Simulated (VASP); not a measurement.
Data:

```xyz
1
Lattice="0.0000 1.7616 1.7616 1.7616 0.0000 1.7616 1.7616 1.7616 0.0000" Properties=species:S:1:pos:R:3 pbc="T T T"
Cu     0.0000     0.0000     0.0000
```

Method: LDA (Ceperley-Alder, Perdew-Zunger), VASP's LDA PAW potentials (set 64) (plane waves; VASP 6.6.1). Run with 500 eV cut-off, 18×18×18 Γ-centred mesh, first-order Methfessel-Paxton smearing of 0.10 eV, potentials Cu.

Energy and stress use the plane-wave basis of the starting cell.

### Question
The ions, cell shape and volume at an external pressure of 5.0 GPa are relaxed. Predict the relaxed structure.

### Answer

```xyz
1
Lattice="0.0000 1.7471 1.7471 1.7471 0.0000 1.7471 1.7471 1.7471 0.0000" Properties=species:S:1:pos:R:3 pbc="T T T"
Cu     0.0000     0.0000     0.0000
```
Space group Fm-3m (225), at a tolerance of 0.03 Å.

### Question
How do energy and volume change from the first to the last step?

### Answer
The energy (σ→0) changes by +4.1 meV/atom and the volume by -2.5 %, in 3 ionic steps.

The compound is Cu in the fcc structure. This run relaxes it under an external pressure of 5 GPa. Symmetry was kept, so distortions that lower it aren't found.
